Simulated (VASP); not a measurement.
All values below come from PBEsol GGA, VASP's PBE PAW potentials (set 64) (plane waves; VASP).

VASP ran on this input.

INCAR:
```
SYSTEM=PbO
PREC=Accurate; ENCUT=520; LREAL=.FALSE.
LASPH=.TRUE.
EDIFF=1E-6; NELM=100; ALGO=Normal
LMAXMIX=4
ISMEAR=0; SIGMA=0.05
GGA=PS
IBRION=2; NSW=60; ISIF=3
EDIFFG=-0.01
LWAVE=.FALSE.; LCHARG=.FALSE.
```

**KPOINTS**
```
Automatic mesh
0
Gamma
8 8 8
0 0 0
```

File POSCAR:
```
PbO
1
    3.1286709210     0.0000000000    -0.0000000000
    0.0000000000     3.1286709210    -0.0000000000
    0.0000000000     0.0000000000     3.1286709210
Pb O
1 1
Direct
  0.0000000000   0.0000000000   0.0000000000
  0.5000000000   0.5000000000   0.5000000000
```

POTCAR, in this order: Pb_d O (PBE.64 set). Program: vasp_std.

Output of the run:

File OUTCAR:
```
 ion  position               nearest neighbor table
   1  0.000  0.000  0.000-   2 2.71   2 2.71   2 2.71   2 2.71   2 2.71   2 2.71   2 2.71   2 2.71
  LATTYP: Found a simple cubic cell.
 ALAT       =     3.1286709210
 Subroutine PRICEL returns:
 Original cell was already a primitive cell.
 Subroutine GETGRP returns: Found 48 space group operations
The static configuration has the point symmetry O_h .
The dynamic configuration has the point symmetry O_h .
 Subroutine INISYM returns: Found 48 space group operations
 Subroutine IBZKPT returns following result:
 Found     35 irreducible k-points:

 Following reciprocal coordinates:
            Coordinates               Weight
  0.000000  0.000000  0.000000      1.000000
  0.125000  0.000000  0.000000      6.000000
  0.250000  0.000000  0.000000      6.000000
  0.375000  0.000000  0.000000      6.000000
  0.500000  0.000000  0.000000      3.000000
  0.125000  0.125000  0.000000     12.000000
  0.250000  0.125000  0.000000     24.000000
  0.375000  0.125000  0.000000     24.000000
  0.500000  0.125000  0.000000     12.000000
  0.250000  0.250000  0.000000     12.000000
  0.375000  0.250000  0.000000     24.000000
  0.500000  0.250000  0.000000     12.000000
  0.375000  0.375000  0.000000     12.000000
  0.500000  0.375000  0.000000     12.000000
  0.500000  0.500000  0.000000      3.000000
  0.125000  0.125000  0.125000      8.000000
  0.250000  0.125000  0.125000     24.000000
  0.375000  0.125000  0.125000     24.000000
  0.500000  0.125000  0.125000     12.000000
  0.250000  0.250000  0.125000     24.000000
  0.375000  0.250000  0.125000     48.000000
  0.500000  0.250000  0.125000     24.000000
  0.375000  0.375000  0.125000     24.000000
  0.500000  0.375000  0.125000     24.000000
  0.500000  0.500000  0.125000      6.000000
...
```

OSZICAR:
```
       N       E                     dE             d eps       ncg     rms          rms(c)
DAV:   1     0.176046201076E+03    0.17605E+03   -0.10718E+04   994   0.177E+03
DAV:   2     0.863960515775E+00   -0.17518E+03   -0.16901E+03  1064   0.421E+02
DAV:   3    -0.121101543334E+02   -0.12974E+02   -0.12902E+02  1178   0.119E+02
DAV:   4    -0.123679922296E+02   -0.25784E+00   -0.25767E+00  1070   0.177E+01
DAV:   5    -0.123763289235E+02   -0.83367E-02   -0.83365E-02  1278   0.320E+00    0.759E+00
DAV:   6    -0.107810407007E+02    0.15953E+01   -0.12007E+01  1342   0.329E+01    0.454E+00
DAV:   7    -0.105417592952E+02    0.23928E+00   -0.14973E+00  1098   0.118E+01    0.142E+00
DAV:   8    -0.105286450376E+02    0.13114E-01   -0.34939E-01  1116   0.651E+00    0.949E-01
DAV:   9    -0.105153196804E+02    0.13325E-01   -0.32924E-02  1100   0.223E+00    0.124E-01
DAV:  10    -0.105156208073E+02   -0.30113E-03   -0.29084E-03  1176   0.650E-01    0.116E-01
DAV:  11    -0.105154510946E+02    0.16971E-03   -0.15397E-03  1034   0.418E-01    0.617E-02
DAV:  12    -0.105154062073E+02    0.44887E-04   -0.13213E-04  1010   0.113E-01    0.174E-03
DAV:  13    -0.105154062588E+02   -0.51585E-07   -0.18962E-06   842   0.166E-02
   1 F= -.10515406E+02 E0= -.10515406E+02  d E =-.105154E+02
       N       E                     dE             d eps       ncg     rms          rms(c)
DAV:   1    -0.109283259375E+02   -0.41292E+00   -0.12427E+01  1178   0.765E+01    0.399E+00
DAV:   2    -0.105886644365E+02    0.33966E+00   -0.13408E+00  1040   0.165E+01    0.131E+00
DAV:   3    -0.105317465062E+02    0.56918E-01   -0.24754E-01  1436   0.100E+01    0.676E-01
DAV:   4    -0.105210712245E+02    0.10675E-01   -0.54990E-02  1202   0.419E+00    0.113E-01
DAV:   5    -0.105211898397E+02   -0.11862E-03   -0.22856E-03   998   0.534E-01    0.522E-02
DAV:   6    -0.105212188384E+02   -0.28999E-04   -0.39263E-04  1100   0.268E-01    0.118E-02
DAV:   7    -0.105212136681E+02    0.51703E-05   -0.31072E-05  1338   0.858E-02    0.758E-03
DAV:   8    -0.105212134868E+02    0.18124E-06   -0.45467E-06  1004   0.210E-02
   2 F= -.10521213E+02 E0= -.10521213E+02  d E =-.580723E-02
       N       E                     dE             d eps       ncg     rms          rms(c)
DAV:   1    -0.105808111428E+02   -0.59597E-01   -0.16361E+00  1178   0.265E+01    0.149E+00
DAV:   2    -0.105328704304E+02    0.47941E-01   -0.17815E-01  1076   0.623E+00    0.472E-01
DAV:   3    -0.105253393614E+02    0.75311E-02   -0.31595E-02  1422   0.385E+00    0.236E-01
DAV:   4    -0.105241166673E+02    0.12227E-02   -0.66588E-03  1188   0.144E+00    0.420E-02
DAV:   5    -0.105241460293E+02   -0.29362E-04   -0.28716E-04   986   0.179E-01    0.193E-02
DAV:   6    -0.105241617103E+02   -0.15681E-04   -0.50176E-05  1154   0.971E-02    0.471E-03
DAV:   7    -0.105241622223E+02   -0.51196E-06   -0.38150E-06  1136   0.257E-02
   3 F= -.10524162E+02 E0= -.10524162E+02  d E =-.875596E-02
```

### OUTCAR
```
------------------------ aborting loop because EDIFF is reached ----------------------------------------
  FORCE on cell =-STRESS in cart. coord.  units (eV):
  Direction    XX          YY          ZZ          XY          YZ          ZX
  --------------------------------------------------------------------------------------
  Total        0.0022203      0.0022203      0.0022203      0.0000000      0.0000000      0.0000000
  in kB        0.1129202      0.1129202      0.1129202      0.0000000      0.0000000      0.0000000
  external PRESSURE =       0.1129202 kB  Pullay stress =       0.0000000 kB
  volume of cell :       31.50
      direct lattice vectors                 reciprocal lattice vectors
     3.158267437  0.000000000  0.000000000     0.316629298  0.000000000 -0.000000000
    -0.000000000  3.158267437  0.000000000    -0.000000000  0.316629298  0.000000000
     0.000000000 -0.000000000  3.158267437    -0.000000000 -0.000000000  0.316629298
 POSITION                                       TOTAL-FORCE (eV/Angst)
 -----------------------------------------------------------------------------------
      0.00000      0.00000      0.00000         0.000000      0.000000      0.000000
      1.57913      1.57913      1.57913        -0.000000     -0.000000      0.000000
 -----------------------------------------------------------------------------------
    total drift:                                0.000000      0.000000     -0.000000
  FREE ENERGIE OF THE ION-ELECTRON SYSTEM (eV)
  ---------------------------------------------------
  free  energy   TOTEN  =       -10.5241622223 eV

  energy  without entropy=      -10.5241622223  energy(sigma->0) =      -10.52416222

 reached required accuracy - stopping structural energy minimisation
```
(Selected blocks of OUTCAR.)

File CONTCAR:
```
PbO
   1.00000000000000
     3.1582674366929968    0.0000000000000000    0.0000000000000000
    -0.0000000000000000    3.1582674366929968    0.0000000000000000
     0.0000000000000000   -0.0000000000000000    3.1582674366929968
  Pb              O
     1     1
Direct
     0.0000000000000000    0.0000000000000000    0.0000000000000000
     0.5000000000000000    0.5000000000000000    0.5000000000000000
```

Energy and stress use the plane-wave basis of the starting cell.

The structure was generated: PbO was put into the CsCl type type (Pm-3m), which need not be its known phase. This run relaxes it. Symmetry was kept, so distortions that lower it aren't found. The start is the result of an earlier pass.
